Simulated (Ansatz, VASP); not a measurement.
One calculation of SrCd, two programs

Contents of INCAR:

```
SYSTEM = SrCd
PREC = Accurate
ENCUT = 520
EDIFF = 1E-7
ISMEAR = -1
SIGMA = 0.08
LREAL = .False.
LASPH = .True.
NELM = 100
ALGO = Normal
ISIF = 2
LWAVE = .False.
LCHARG = .False.
GGA = CA
NBANDS = 18
```

KPOINTS

```
regular mesh
0
Gamma
  10 10 10
  0 0 0
```

POSCAR

```
SrCd
1.0
    4.0030000000      0.0000000000      0.0000000000
    0.0000000000      4.0030000000      0.0000000000
    0.0000000000      0.0000000000      3.9229400000
Sr Cd
1 1
Direct
    0.5000000000      0.5000000000      0.5000000000
    0.0000000000      0.0000000000      0.0000000000
```

Input for Ansatz:

```yaml
crystal:
  lattice:
    - [4.003, 0.0, 0.0]
    - [0.0, 4.003, 0.0]
    - [0.0, 0.0, 3.92294]
  atoms:
    - { symbol: Sr, position: [0.5, 0.5, 0.5] }
    - { symbol: Cd, position: [0.0, 0.0, 0.0] }
kpoints:
  mp_grid: { grid: [10, 10, 10] }
  band_path:
    path:
      - [0.0, 0.0, 0.0]
      - [0.0, 0.5, 0.0]
      - [0.5, 0.5, 0.0]
      - [0.0, 0.0, 0.0]
      - [0.0, 0.0, 0.5]
      - [0.0, 0.5, 0.5]
      - [0.5, 0.5, 0.5]
      - [0.0, 0.0, 0.5]
      - [0.0, 0.5, 0.0]
    npoints: 5
scf:
  occupations: { method: fermi_dirac, width: 0.08 }
hamiltonian:
  xc: lda
  pseudopotentials: { kind: all_electron, lapw: { basis_error: 0.0005 } }
output:
  forces: true
  stress: true
  eigenvalues: true
```

Change from the starting cell: zz strain of -2 %.

Alike in both runs: task single point; functional LDA; k mesh 10 × 10 × 10; occupations fermi-dirac, width 0.08 eV; no spin polarisation.

|  | VASP | Ansatz |
| --- | --- | --- |
| version | VASP 6.6.1 | Ansatz 0.2.0 |
| potentials or method | VASP PAW LDA potentials, release 64 (Sr_sv, Cd) | all-electron LAPW, scalar-relativistic |
| plane-wave cutoff (eV) | 520 | see its input |

VASP gave:

```
pressure (GPa)                                  : -1.5
largest component of the traceless stress (GPa) : 0.39
```

Q: What did Ansatz give for the same quantities?

A: Pressure (GPa): -1.6; largest component of the traceless stress (GPa): 0.39.

Ansatz ran all-electron here, so the differences hold the error of VASP's frozen core and of both bases.
